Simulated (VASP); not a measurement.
All values below come from PBEsol GGA, VASP's PBE PAW potentials (set 64) (plane waves; VASP).

A VASP calculation is set up with these files.

INCAR:
```
ALGO=Normal
EDIFF=1E-6
EDIFFG=-0.02
ENCUT=500
GGA=PS
IBRION=2
ISIF=3
ISMEAR=1
LASPH=.True.
LCHARG=.False.
LMAXMIX=4
LREAL=.False.
LWAVE=.False.
NELM=100
NSW=40
PREC=Accurate
PSTRESS=50
SIGMA=0.1
SYSTEM=Ge
```

POSCAR:
```
Ge
1
    0.0000000000     2.8357325313     2.8357325313
    2.8357325313     0.0000000000     2.8357325313
    2.8357325313     2.8357325313     0.0000000000
Ge
2
Direct
  0.0000000000   0.0000000000   0.0000000000
  0.2500000000   0.2500000000   0.2500000000
```

**KPOINTS**
```
Regular mesh
0
gamma
 11 11 11
```

POTCAR, in this order: Ge_d (PBE.64 set). Program: vasp_std.

Question: What will the output report for the number of irreducible k-points (NKPTS), largest plane-wave count, number of space-group operations, FFT grid (NGX, NGY, NGZ)?

Answer: 
```yaml
number of irreducible k-points (NKPTS): 56
largest_plane_wave_count: 1179
number_of_space_group_operations: 48
FFT grid (NGX, NGY, NGZ): 30 × 30 × 30
```

The compound is Ge in the diamond structure. This run relaxes it under an external pressure of 5 GPa. Symmetry was kept, so distortions that lower it aren't found.
